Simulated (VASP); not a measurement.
```xyz
2
Lattice="1.4733 -2.5247 0.0000 1.4733 2.5247 0.0000 0.0000 0.0000 2.7994" Properties=species:S:1:pos:R:3 pbc="T T T"
W      0.0000     0.0000     0.0000
C      1.5229     0.8416     1.3997
```

Method: PBE GGA, VASP's PBE PAW potentials (set 64) (plane waves; VASP). Run with ADDGRID = .TRUE., 520 eV cut-off, 13×13×12 Γ-centred mesh, first-order Methfessel-Paxton smearing of 0.10 eV, potentials W_sv C.

Problem. Which forces act on the atoms, in eV/Å?

Solution. 
```csv
atom,Fx,Fy,Fz
W1,0.775,0.042,0.000
C2,-0.775,-0.042,0.000
```

Problem. Give the stress tensor in GPa (positive for a compressed cell).

Solution. 
```
-0.99  -2.21   0.00
-2.21   3.78   0.00
 0.00   0.00  17.26
```
The pressure is its mean diagonal, 6.68 GPa.

The compound is WC in the wc structure. The cell was not relaxed at this level, atoms are displaced from their ideal sites. The run is one of a series of settings (ADDGRID = .TRUE. against the base run), some of them coarse on purpose.
